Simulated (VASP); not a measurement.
```
CELL_PARAMETERS angstrom
      3.15197     0.00000     0.00000
      0.00000     3.15197     0.00000
      0.00000     0.00000     3.15197
ATOMIC_POSITIONS crystal
  Ti 0.00000 0.00000 0.00000
  As 0.50000 0.50000 0.50000
```

Calculation: PBEsol GGA, VASP's PBE PAW potentials (set 64) (plane waves; VASP 6.6.1). Run with 400 eV cut-off, Gaussian smearing of 0.050 eV, potentials Ti_sv As.

What does the run give for the band gap (along the path) with the smallest direct gap where there is one?

| Quantity | Value |
|---|---|
| band gap (along the path) | none (metal, semimetal or under 0.01 eV) |

Total energies compare only between runs with the same potentials, cut-off and functional.

The structure was generated: TiAs was put into the CsCl type type (Pm-3m), which need not be its known phase. It was relaxed first, which changed the volume by -34 %. The electron count is odd and the run is not spin-polarised, which forces a metal.
